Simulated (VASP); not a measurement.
```xyz
2
Lattice="0.0000 3.0885 3.0885 3.0885 0.0000 3.0885 3.0885 3.0885 0.0000" Properties=species:S:1:pos:R:3 pbc="T T T"
Pb     0.0000     0.0000     0.0000
Se     3.0885     3.0885     3.0885
```

All values below come from r2SCAN meta-GGA, VASP's PBE PAW potentials (set 64) (plane waves; VASP). Settings: 520 eV cut-off, 8×8×8 Γ-centred mesh, tetrahedra with Blöchl corrections, potentials Pb_d Se.

Unless said otherwise, spin-orbit coupling is left out, though it shifts the bands of the heavy elements here.

Task: Give the energies of bands 7 to 13 at the high-symmetry points, in eV from the valence-band maximum.

Result: 
```json
[
 {"band": "7", "Γ": "-6.38", "X": "-7.48", "U": "-8.13", "L": "-8.89", "W": "-8.11"},
 {"band": "8", "Γ": "-1.88", "X": "-4.90", "U": "-4.50", "L": "-1.48", "W": "-4.16"},
 {"band": "9", "Γ": "-1.88", "X": "-3.19", "U": "-2.69", "L": "-1.48", "W": "-4.16"},
 {"band": "10", "Γ": "-1.88", "X": "-3.19", "U": "-2.33", "L": "0.00", "W": "-0.81"},
 {"band": "11", "Γ": "5.00", "X": "4.16", "U": "3.70", "L": "0.67", "W": "2.21"},
 {"band": "12", "Γ": "5.00", "X": "5.91", "U": "4.28", "L": "2.00", "W": "5.31"},
 {"band": "13", "Γ": "5.00", "X": "5.91", "U": "5.77", "L": "2.00", "W": "5.31"}
]
```

The gap is direct, 0.67 eV, from the valence maximum at L to the conduction minimum at L.

The compound is PbSe in the rock salt structure. It was relaxed first.
